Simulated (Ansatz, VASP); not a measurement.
# Zr2S2N (Zr2NS2 MXene monolayer) in two plane-wave programs

One calculation is typed for both programs; each brings its own data sets. How far apart do they land? The structure shown is the start of the Ansatz relaxation below; VASP solves that cell, so the two are compared at the walk's first step.

Calculated with Ansatz 0.2.0; plane waves, with VASP 6.6.1 beside it; single point at PBE with D3(BJ).

### Step 1. The starting structure

The cell holds 5 atoms: 2 S, 2 Zr and 1 N. Cell: a = 3.217 Å, b = 3.218 Å, c = 43.448 Å, α = 90.0°, β = 90.0°, γ = 120.0°. Vacuum lies along c.

Coordinates:

```cif
data_structure
_symmetry_space_group_name_H-M 'P 1'
_symmetry_Int_Tables_number 1
_cell_length_a 3.2175
_cell_length_b 3.2175
_cell_length_c 43.4484
_cell_angle_alpha 90.000
_cell_angle_beta 90.000
_cell_angle_gamma 120.000
_cell_volume 389.53
loop_
_atom_site_label
_atom_site_type_symbol
_atom_site_fract_x
_atom_site_fract_y
_atom_site_fract_z
_atom_site_occupancy
S1 S 0.33333 0.66667 0.42809 1
S2 S 0.66667 0.33333 0.57191 1
Zr3 Zr 0.66667 0.33333 0.47078 1
Zr4 Zr 0.33333 0.66667 0.52922 1
N5 N 0.00000 0.00000 0.50000 1
```

### Step 2. Ansatz: relaxation, PBE with D3(BJ)

Ansatz runs on its PAW soft_1 files.

The two programs are compared at the cell with which this relaxation starts, whose forces are those of its first step.

Contents of input.yaml:

```yaml
crystal:
  lattice:
    - [3.2175, 0.0, 0.0]
    - [-1.60875, 2.7864367367, 0.0]
    - [0.0, 0.0, 43.4484494511]
  atoms:
    - { symbol: S, position: [0.3333333333, 0.6666666667, 0.4280935277] }
    - { symbol: Zr, position: [0.6666666667, 0.3333333333, 0.4707805504] }
    - { symbol: "N", position: [0.0, 0.0, 0.5] }
    - { symbol: Zr, position: [0.3333333333, 0.6666666667, 0.5292194496] }
    - { symbol: S, position: [0.6666666667, 0.3333333333, 0.5719064723] }
  periodic: [true, true, false]
kpoints:
  mp_grid: { grid: [12, 12, 1] }
hamiltonian:
  xc: pbe
  dispersion: d3bj
  pseudopotentials: { kind: paw, azcp: { folder: soft_1 } }
scf:
  occupations: { method: fermi_dirac, width: 0.05 }
  convergence: { dr2_threshold: 1.0e-09 }
relax:
  f_tol: 0.004
  max_steps: 90
  cell: {}
output:
  write_potential: true
  write_density: true
  volumetric_format: npy
```

Launch:

```console
ansatz run input.yaml --threads 4 --pin off --max-ram 6144MiB --backend cpu --events-out ev --progress --plain --runs-dir out
```

Numbers of over 12 decimals in the logs are rounded to 6 here.

The log of the run:

```text
Warning: relax.cell: scf.convergence.dr2_threshold = 1e-9 eV is looser than the 1.8938525231e-10 eV advised for a relaxation that steers and ends on the stress (1e-10 eV for each atom of the cell: 5, times the square of relax.cell.stress_2d_tol = 0.05 N/m over 16.2 Å (the atoms' height at the walk's start and 5 Å past either face), 3.077e-2 GPa, over a crystal's default 0.05). What an SCF threshold leaves in a stress goes as its square root, and in the free energy as the threshold itself, and one threshold admits the most on a small cell: [figures from the program's tests cut] Set scf.convergence.dr2_threshold to 1.8938525231e-10 eV or tighter. [rest of the remark cut]
Engine: ansatz 0.2.0, aarch64-unknown-linux-gnu
Pseudopotentials: kind: paw
Pseudopotential: S, paw, valence charge 6, recommended cutoff 420 eV (normal), soft_1/S.paw.azcp
Pseudopotential: Zr, paw, valence charge 12, recommended cutoff 420 eV (normal), soft_1/Zr.paw.azcp
Pseudopotential: N, paw, valence charge 5, recommended cutoff 420 eV (normal), soft_1/N.paw.azcp
Functional definition: PBE
  parameter kappa = 0.804
  parameter beta = 0.066725
  exchange = pbe_x(kappa = kappa, mu = beta*pi^2/3)
  correlation = pbe_c(beta = beta)
Crystal: 5 atoms, lattice volume = 389.531 Å³
Basis set: ecut = 420 eV, 7717 PW (Γ), exchange–correlation on 48×48×600 points (8 copies of the dense FFT grid, shifted against one another)
Bands: 26, of which v1, the nominal top of the filled ones, is band 21 counted from 1 (20 counted from 0)
Symmetry: 12 space group operations
Space group: P-3m1 (ITA 164), of the structure as read, at distance tolerance 7.3e-5 Å
k-points: 19 of 144
Non-local potential: S, projectors of the file, l = 0: 2, l = 1: 2, l = 2: 1
Non-local potential: Zr, projectors of the file, l = 0: 3, l = 1: 2, l = 2: 2, l = 3: 1
Non-local potential: N, projectors of the file, l = 0: 2, l = 1: 2, l = 2: 1
PAW form: soft (Blöchl's): semilocal exchange-correlation on the pseudo side does not see the compensation charge
PAW one-centre angular grid: S, 110 points (default); XC on 64 Gauss nodes
PAW one-centre angular grid: Zr, 590 points (default); XC on 64 Gauss nodes
PAW one-centre angular grid: N, 110 points (default); XC on 64 Gauss nodes
Initial density: superposition of atomic densities (neutral atoms: chi_scale 0, normalization atom)
Initial wavefunctions: pseudopotential atomic-orbital guess
Functional: x = pbe(κ = 0.804, μ = 0.219515), c = pbe(β = 0.066725)
SCF iter   1: F=—  HF=-10566.942832 eV  |F-HF|=—  |Δ(HF+E_count)|=         —  Δρ=4.21e-2  dr2=1.20e1  ethr=3.10e-3  ⟨swp⟩=13.6  Hψ=4127  notcnv=0
preconditioner: auto → LDOS  [metal: Δε(μ)=0.017 eV  Ē_g=8.805 eV  σ=0.050 eV  W_gap=0.09  n_scr=24 (ndim 8)  ℏωp=9.4 eV  f_vac=0.764  D(μ)=2.68/eV (n_scr^D=14)  β→1.0]
SCF iter   2: F=—  HF=-10566.861663 eV  |F-HF|=—  |Δ(HF+E_count)|=   8.12e-2  Δρ=5.16e-2  dr2=1.40e1  ethr=3.10e-3  ⟨swp⟩=5.9  Hψ=1804  notcnv=0  defer=8
SCF iter   3: F=—  HF=-10564.238733 eV  |F-HF|=—  |Δ(HF+E_count)|=    2.62e0  Δρ=5.33e-3  dr2=7.71e-2  ethr=3.10e-3  ⟨swp⟩=4.7  Hψ=1506  notcnv=0  defer=11
SCF iter   4: F=—  HF=-10564.256383 eV  |F-HF|=—  |Δ(HF+E_count)|=   1.77e-2  Δρ=2.70e-3  dr2=4.15e-2  ethr=1.88e-4  ⟨swp⟩=3.4  Hψ=1409  notcnv=0  defer=12
SCF iter   5: F=—  HF=-10564.244919 eV  |F-HF|=—  |Δ(HF+E_count)|=   1.15e-2  Δρ=8.83e-4  dr2=2.91e-3  ethr=1.01e-4  ⟨swp⟩=3.7  Hψ=1067  notcnv=0  defer=12
SCF iter   6: F=—  HF=-10564.244923 eV  |F-HF|=—  |Δ(HF+E_count)|=   3.57e-6  Δρ=2.06e-4  dr2=1.00e-4  ethr=7.11e-6  ⟨swp⟩=3.1  Hψ=1024  notcnv=0  defer=12
SCF iter   7: F=—  HF=-10564.244959 eV  |F-HF|=—  |Δ(HF+E_count)|=   3.59e-5  Δρ=5.07e-5  dr2=1.82e-5  ethr=2.44e-7  ⟨swp⟩=3.9  Hψ=1291  notcnv=0  defer=12
SCF iter   8: F=—  HF=-10564.244915 eV  |F-HF|=—  |Δ(HF+E_count)|=   4.36e-5  Δρ=1.47e-5  dr2=7.24e-7  ethr=4.44e-8  ⟨swp⟩=2.9  Hψ=922  notcnv=0  defer=12
SCF iter   9: F=—  HF=-10564.244742 eV  |F-HF|=—  |Δ(HF+E_count)|=   1.73e-4  Δρ=4.12e-6  dr2=1.25e-7  ethr=1.77e-9  ⟨swp⟩=4.1  Hψ=1285  notcnv=0  defer=12
SCF iter  10: F=—  HF=-10564.244742 eV  |F-HF|=—  |Δ(HF+E_count)|=   1.90e-7  Δρ=8.73e-7  dr2=2.19e-9  ethr=3.05e-10  ⟨swp⟩=3.4  Hψ=1074  notcnv=0  defer=12
[...]
SCF 1 converged in 11 iterations: F = -10564.244742 eV  dr2 = 1.54e-10
[...]
Crystal: 5 atoms, lattice volume = 437.338 Å³
Basis set: ecut = 420 eV, 8557 PW (Γ), exchange–correlation on 48×48×600 points (8 copies of the dense FFT grid, shifted against one another)
[...]
SCF iter   1: F=—  HF=-10565.183643 eV  |F-HF|=—  |Δ(HF+E_count)|=         —  Δρ=6.30e-5  dr2=2.87e-5  ethr=7.59e-8  ⟨swp⟩=4.6  Hψ=4353  notcnv=0
preconditioner: auto → LDOS  [metal: Δε(μ)=0.039 eV  Ē_g=8.062 eV  σ=0.050 eV  W_gap=0.19  n_scr=24 (ndim 8)  ℏωp=8.9 eV  f_vac=0.782  D(μ)=2.03/eV (n_scr^D=12)  β→1.0]
SCF iter   2: F=—  HF=-10565.183614 eV  |F-HF|=—  |Δ(HF+E_count)|=   2.83e-5  Δρ=5.03e-5  dr2=1.26e-5  ethr=6.99e-8  ⟨swp⟩=2.9  Hψ=817  notcnv=0
SCF iter   3: F=—  HF=-10565.183608 eV  |F-HF|=—  |Δ(HF+E_count)|=   6.32e-6  Δρ=7.94e-6  dr2=3.63e-7  ethr=3.07e-8  ⟨swp⟩=3.0  Hψ=910  notcnv=0
SCF iter   4: F=—  HF=-10565.183435 eV  |F-HF|=—  |Δ(HF+E_count)|=   1.73e-4  Δρ=1.15e-6  dr2=4.17e-9  ethr=8.86e-10  ⟨swp⟩=3.6  Hψ=1051  notcnv=0
SCF iter   5: F=-10565.183435 eV  HF=-10565.183435 eV  |F-HF|=6.75e-9  |Δ(HF+E_count)|=   4.06e-8  Δρ=3.99e-7  dr2=5.45e-10  ethr=2.44e-12  ⟨swp⟩=13.9  Hψ=4687  notcnv=0
SCF 8 converged in 5 iterations: F = -10565.183435 eV  dr2 = 5.45e-10
relax step   8: F+E_penalty+E_count = -10565.18343492 eV  Δ(F+E_penalty+E_count) = -1.571e-5 eV  max|allowed force component| = 3.162e-3 eV/Å  Δτ_max = 0.0017 Å  P = +0.001 N/m  Ω = 437.338 Å³  energy of the carried Pulay correction = -4.761e-5 eV  fix = [c, alpha, beta]  reactions: c +0.000 N/m  (5 SCF iters, accepted)
iter 1 solved again at ethr=5.28e-7 eV; its pass at ethr=3.10e-3 eV (dr2=2.16e-4 eV) is discarded
SCF iter   1: F=—  HF=-10565.183517 eV  |F-HF|=—  |Δ(HF+E_count)|=         —  Δρ=9.27e-6  dr2=2.30e-8  ethr=5.28e-7  ⟨swp⟩=5.9  Hψ=6333  notcnv=0
eigensolver tolerance schedule: the retry pair's looser diagonalisation over-reported the residual by 9410.09 of it (diagonalisation noise at an unbounded share of the residual, at the tolerance the schedule requests for it); recorded, not acted on — ethr = c·dr2/N_el stays at c = 1.0e-1
preconditioner: auto → LDOS  [metal: Δε(μ)=0.039 eV  Ē_g=8.063 eV  σ=0.050 eV  W_gap=0.19  n_scr=24 (ndim 8)  ℏωp=8.9 eV  f_vac=0.782  D(μ)=2.03/eV (n_scr^D=12)  β→1.0]
SCF iter   2: F=—  HF=-10565.183482 eV  |F-HF|=—  |Δ(HF+E_count)|=   3.46e-5  Δρ=2.50e-6  dr2=5.76e-8  ethr=5.61e-11  ⟨swp⟩=6.6  Hψ=2142  notcnv=0
SCF iter   3: F=—  HF=-10565.183482 eV  |F-HF|=—  |Δ(HF+E_count)|=   5.06e-9  Δρ=5.18e-7  dr2=1.63e-9  ethr=5.61e-11  ⟨swp⟩=3.7  Hψ=1121  notcnv=0
SCF iter   4: F=-10565.183482 eV  HF=-10565.183482 eV  |F-HF|=1.52e-9  |Δ(HF+E_count)|=   1.54e-9  Δρ=1.73e-7  dr2=1.82e-10  ethr=2.44e-12  ⟨swp⟩=18.6  Hψ=4876  notcnv=0
SCF 9 converged in 4 iterations: F = -10565.183482 eV  dr2 = 1.82e-10
relax step   9: F+E_penalty+E_count = -10565.18348208 eV  Δ(F+E_penalty+E_count) = -4.716e-5 eV  max|allowed force component| = 3.154e-3 eV/Å  Δτ_max = 0.0000 Å  P = +0.001 N/m  Ω = 437.338 Å³  fix = [c, alpha, beta]  reactions: c +0.000 N/m  stress off target by 6.43e-4 N/m on what of the cell is left free  SCF on the basis re-selected at this cell (its energy is not comparable with the rows above)  (4 SCF iters)
basis re-selected at this cell: Δ(F+E_penalty+E_count) = -4.716e-5 eV, ΔP = +0.000 N/m vs the last step (what re-selecting the basis moved, of the pressure what is left beyond the Pulay correction that the steps carried, after the strain that the cell walked since its last selection, with what the two solves' SCF thresholds leave and, on support functions, any second-order correction that the steps lacked; it is no m [...]
WARN: The output density's exchange-correlation potential varies sharply where the density is thin. Do not read a vacuum level from v_tot or v_xc, or from such a field of the output density. On a cell that repeats whose density bears no net charge and no dipole along the vacuum's axis use v_es (v_loc + v_h of the components); under efield.dipole_correction with no amplitude use v_es + v_field, which holds any externa [...]
SCF converged after 4 iterations
Free energy (F): -10565.183482 eV
Harris-Foulkes:  -10565.183482 eV  (|F-HF|=1.52e-9)
Internal energy: -10565.168056 eV  (E = F + TS)
E sigma→0 (E₀):  -10565.175769 eV
Entropy (-TS):   -0.015426 eV (-3.085 meV/atom)
Fermi energy:    -5.772926 eV
--- Per-component energies (eV) ---
  E_band       = -900.184102
  E_kinetic    = 974.499202
  E_local      = -132563.711401  (includes V_loc(G=0)·N_el)
  E_nonlocal   = 250.621927
  E_hartree    = 65637.880922
  E_xc         = -549.786808
  E_vxc        = -610.443502  (∫ρ·V_xc dr)
  E_paw        = -7271.781693  (= ΣΔE_a)
  E_vpaw       = -226.911690  (= ΣTr[D̂ρ^β])
  E_aug_tail   = 0.000783  (compensation charges beyond the density's cutoff)
  E_ewald      = 62958.686111
  E_disp       = -1.577098  (pairwise vdW)
  E_smearing   = -0.015426  (= −TS)
  E_closure    = 0.000000  (closes the sum)
  Σ components = -10565.183482   (vs F -10565.183482, Δ=0.00e0)
--- Forces (eV/Å), atoms counted from 1 ---
  atom   1  S      0.00000000     0.00000000    -0.00207092
  atom   2  Zr    -0.00000000    -0.00000000     0.00315401
  atom   3  N      0.00000000    -0.00000000     0.00000000
  atom   4  Zr    -0.00000000     0.00000000    -0.00315401
  atom   5  S      0.00000000    -0.00000000     0.00207092
  max |Σ_I F_I| component: 2.31e-18 eV/Å
--- 2D stress c σ (N/m, compression-positive) ---
        0.000643       0.000000       0.000000
        0.000000       0.000643       0.000000
        0.000000       0.000000       0.000000
  P = ½ c Tr σ = 0.0006 N/m
--- Band table (eV; the first three rows and the last of 19) ---
  k-point 0: bands = [... 17 lower, -7.5380, -6.4098, -6.4098, -5.2848, -5.2848, -4.8614, -3.8468, -3.4636, ... 1 higher]
  k-point 1: bands = [... 17 lower, -7.1346, -7.0013, -6.6831, -5.3444, -4.9760, -4.7168, -3.6732, -3.4851, ... 1 higher]
  k-point 2: bands = [... 17 lower, -7.5815, -7.1643, -7.0329, -5.7953, -4.5061, -4.3446, -3.6601, -3.0716, ... 1 higher]
  k-point 18: bands = [... 17 lower, -8.6768, -8.4603, -8.4603, -4.3707, -4.3707, -3.9044, -2.3455, -2.3455, ... 1 higher]
  the weakly bound empty levels are not read free of the cell's end (no_gap_told)
--- Relaxed structure (7 steps of the walk, 7 accepted, 2 SCFs on fresh bases) ---
  F+E_penalty+E_count = -10565.18348208 eV   max|allowed force component| = 3.154e-3 eV/Å   (the final SCF, on the basis selected at the relaxed cell)
  cell:  # Å, volume = 437.3379 Å³
    - [3.409228, 0, 0.0]
    - [-1.704614, 2.952478, 0.0]
    - [0.0, 0.0, 43.4484494511]
  atoms:
    - { symbol: S, position: [0.333333, 0.666667, 0.434127] }
    - { symbol: Zr, position: [0.666667, 0.333333, 0.470389] }
    - { symbol: N, position: [0, 0, 0.5] }
    - { symbol: Zr, position: [0.333333, 0.666667, 0.529611] }
    - { symbol: S, position: [0.666667, 0.333333, 0.565873] }
```

In the SCF lines HF is the Harris–Foulkes energy and dr2 the Hartree energy of the density residual, in eV; the loop may stop once dr2 is under the threshold and the program's other checks hold. Hψ counts applications of the Hamiltonian.

(Part 1 of 2 ends here.)

[Lines on the potential files, build, host, timing and source positions are cut from VASP's logs without a mark.]

[Logs are printed without paths, hosts, clocks, repeated set-up lines and the standing remarks that a program may print on its own settings, such as how far it seeks lower states.]

[Hosts, paths, dates, database ids (printed as entryN), source tags and the programs' standing remarks are cut or masked in the printed files.]
